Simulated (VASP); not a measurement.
A run of VASP 6.6.1:

Contents of POSCAR:

```
NbCu2
1.0
    0.0000000000      3.5344540000      3.5344540000
    3.5344540000      0.0000000000      3.5344540000
    3.5344540000      3.5344540000      0.0000000000
Nb Cu
2 4
Direct
    0.0000000000      0.0000000000      0.0000000000
    0.2500000000      0.2500000000      0.2500000000
    0.6250000000      0.6250000000      0.6250000000
    0.1250000000      0.6250000000      0.6250000000
    0.6250000000      0.6250000000      0.1250000000
    0.6250000000      0.1250000000      0.6250000000
```

Contents of INCAR.step1:

```
PREC = Accurate ; ENCUT = 520
EDIFF = 1E-6 ; ISMEAR = 1
SIGMA = 0.0114 ; LREAL = F
LASPH = T ; NELM = 150
ALGO = Normal ; ISIF = 2
LWAVE = F ; LCHARG = T
LMAXMIX = 4 ; LDAU = T
LDAUTYPE = 2 ; LDAUL = -1 2
LDAUU = 0 4.13 ; LDAUJ = 0 0
LDAUPRINT = 1 ; GGA = PE
NBANDS = 44
```

The input KPOINTS.step1:

```
Automatic mesh
0
Gamma
  6 6 6
```

Contents of INCAR.step2:

```
PREC = Accurate ; ENCUT = 520
EDIFF = 1E-6 ; ISMEAR = -5
SIGMA = 0.0114 ; LREAL = F
LASPH = T ; NELM = 150
ALGO = Normal ; ISIF = 2
LWAVE = F ; LCHARG = F
LMAXMIX = 4 ; LDAU = T
LDAUTYPE = 2 ; LDAUL = -1 2
LDAUU = 0 4.13 ; LDAUJ = 0 0
LDAUPRINT = 1 ; GGA = PE
LORBIT = 10 ; NBANDS = 44
NEDOS = 2001 ; ICHARG = 11
```

The input KPOINTS.step2:

```
Automatic mesh
0
Gamma
  9 9 9
```

Potentials or basis: VASP PAW PBE potentials, release 64 (Nb_sv, Cu).

The run is started by

```bash
$ cat potpaw_PBE.64/Nb_sv/POTCAR potpaw_PBE.64/Cu/POTCAR > POTCAR
$ cp INCAR.step1 INCAR
$ cp KPOINTS.step1 KPOINTS
$ mpirun -np 1 vasp_std > vasp.out
$ cp INCAR.step2 INCAR
$ cp KPOINTS.step2 KPOINTS
$ mpirun -np 1 vasp_std > vasp.out
```

Hardware: 1 thread of Intel(R) Xeon(R) Platinum 8559C (Emerald Rapids) (shared host).

Q: Estimate the wall time of this run.

A: Run time: 2.5 min on 1 thread of Intel(R) Xeon(R) Platinum 8559C (Emerald Rapids), on a shared host, peak memory 0.28 GiB. Counts: scf iterations 10, k points 35.
